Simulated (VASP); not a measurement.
Calculation: PBE GGA, VASP's PBE PAW potentials (set 64) (plane waves; VASP).

Input for VASP

### KPOINTS
```
Automatic
0
Gamma
8 8 6
0 0 0
```

### INCAR
```
LWAVE = F
LASPH = T
PREC = Accurate
SYSTEM = CuAu
LCHARG = F
EDIFF = 1E-6   # SCF stop (eV)
ENCUT = 300   # plane-wave cut-off (eV)
LREAL = F
LMAXMIX = 6
ISMEAR = 0
ALGO = Normal   # blocked Davidson
NELM = 100
ISIF = 2   # forces and stress, cell fixed
GGA = PE
SIGMA = 0.3   # width (eV)
```

POSCAR:
```
CuAu
1
    2.8507000000     0.0000000000     0.0000000000
    0.0000000000     2.8507000000     0.0000000000
    0.0000000000     0.0000000000     3.5816100000
Cu Au
1 1
Direct
  0.5000000000   0.5000000000   0.5000000000
  0.0000000000   0.0000000000   0.0000000000
```

POTCAR, in this order: Cu Au (PBE.64 set). Program: vasp_std.

What will the output report for the number of irreducible k-points (NKPTS), largest plane-wave count, number of space-group operations, FFT grid (NGX, NGY, NGZ)?

```yaml
number of irreducible k-points (NKPTS): 60
largest_plane_wave_count: 354
number_of_space_group_operations: 16
FFT grid (NGX, NGY, NGZ): 16 × 16 × 20
```

The structure comes from a computed database's CuAu entry; how it stands against other phases isn't given here. The cell was not relaxed at this level. The run is one of a series of settings (SIGMA = 0.3, KPOINTS 8×8×6 Γ-centred mesh against the base run), some of them coarse on purpose.
